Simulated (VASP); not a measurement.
Input:

```
CsPbCl3
1.0
    5.61774     0.00000     0.00000
    0.00000     5.61774     0.00000
    0.00000     0.00000     5.61774
Cs Pb Cl
1 1 3
Direct
  0.00000   0.00000   0.00000
  0.50000   0.50000   0.50000
  0.50000   0.00000   0.50000
  0.00000   0.50000   0.50000
  0.50000   0.50000   0.00000
```

These are r2SCAN meta-GGA, VASP's PBE PAW potentials (set 64) (plane waves; VASP) values and carry that method's errors. Run with 520 eV cut-off, 4×4×4 Γ-centred mesh, Gaussian smearing of 0.050 eV, potentials Cs_sv Pb_d Cl.

Unless said otherwise, spin-orbit coupling is left out, though it shifts the bands of the heavy elements here.

### Question
Estimate the energy per atom (σ→0), band gap (on the k-mesh) with the smallest direct gap where there is one.

### Answer

```yaml
band gap (on the k-mesh): 2.34 eV
smallest direct gap (on the k-mesh): 2.34 eV
energy per atom (σ→0): -21.631 eV/atom
```

The absolute energy has meaning only against runs of the same code, potentials and settings.

The compound is CsPbCl3 in the cubic perovskite structure, the ideal cubic form; the compound distorts at low or room temperature. This cell is one point of a volume scan, at 0.97 of the reference volume.
